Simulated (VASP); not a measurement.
The system is RbW.

```xyz
2
Lattice="3.5466 0.0000 0.0000 -1.7733 3.0715 0.0000 0.0000 0.0000 5.4941" Properties=species:S:1:pos:R:3 pbc="T T T"
Rb    0.0000    0.0000    2.7471
W     1.7733    1.0238    0.0000
```

The cell was built by a generator and needn't be a form met in nature.

```yaml
Program: VASP 6.6.1
Task: relaxation of cell and atoms
Functional: r2SCAN
Dispersion: rVV10
Potentials_or_basis: VASP PAW PBE potentials, release 64 (Rb_sv, W_sv)
Cutoff: 600 eV
k_mesh: 9 × 9 × 5
Occupations: methfessel-paxton, width 0.1 eV
Spin: no spin polarisation
```

At the start: pressure -8.3 GPa; volume 29.92 Å³/atom.

Task: How do energy, volume and symmetry change on relaxing?

Result: Over 10 steps the energy falls by 1080.0 meV/atom and the volume is 23.68 Å³/atom (-20.9 %); space group P-6m2 (No. 187, to 0.05 Å).

Step by step:
| step | energy change (eV) | largest force (eV/Å) | pressure (GPa) | volume (Å³) |
| --- | --- | --- | --- | --- |
| 1 | 0.0000 | 0.0000 | -8.25 | 59.85 |
| 2 | -1.8973 | 0.0000 | -0.81 | 46.55 |
| 3 | -2.0243 | 0.0000 | 7.78 | 43.13 |
| 4 | -2.0289 | 0.0000 | 6.42 | 43.54 |
| 5 | -2.1461 | 0.0000 | 0.21 | 47.82 |
| 6 | -2.1565 | 0.0000 | 1.36 | 46.75 |
| 7 | -2.1549 | 0.0000 | -1.36 | 47.97 |
| 8 | -2.1600 | 0.0000 | 0.07 | 47.30 |
| 9 | -2.1600 | 0.0000 | 0.10 | 47.29 |
| 10 | -2.1601 | 0.0000 | 0.01 | 47.35 |

Final structure:
```
Rb W
1.0
     2.90148    0.00000    0.00000
    -1.45074    2.51275    0.00000
     0.00000    0.00000    6.49510
Rb W
1 1
Direct
  0.00000 0.00000 0.50000
  0.66667 0.33333 0.00000
```

Caveat: the volume moved by over 15 % at a fixed basis, so the end points are rough; the PAW data sets were made with another functional, which shifts forces and pressure a little.
